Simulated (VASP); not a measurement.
Input:

Space group F-43m (No. 216); a = b = c = 4.3900 Å, α = β = γ = 90.00°

| atom | site | symmetry | x | y | z |
|---|---|---|---|---|---|
| Al | 4a | -43m | 0.0000 | 0.0000 | 0.0000 |
| N | 4d | -43m | 0.7500 | 0.7500 | 0.7500 |
(The calculation used a cell of 2 atoms; values per cell refer to that cell.)

Method: optB86b-vdW, VASP's PBE PAW potentials (set 64) (plane waves; VASP). Run with 520 eV cut-off, 10×10×10 Γ-centred mesh, Gaussian smearing of 0.050 eV, potentials Al N.

Q: Give the energy at these volumes per atom, relative to the lowest: 9.94, 10.25, 10.57, 10.89, 11.21 Å³.

A: 26.4, 6.4, 0.0, 5.5, 21.1 meV/atom. A third-order Birch-Murnaghan fit gives B0 = 198 GPa and B0′ = 3.9.

The compound is AlN in the zinc blende structure, a metastable form; wurtzite is the usual one. It was relaxed first.
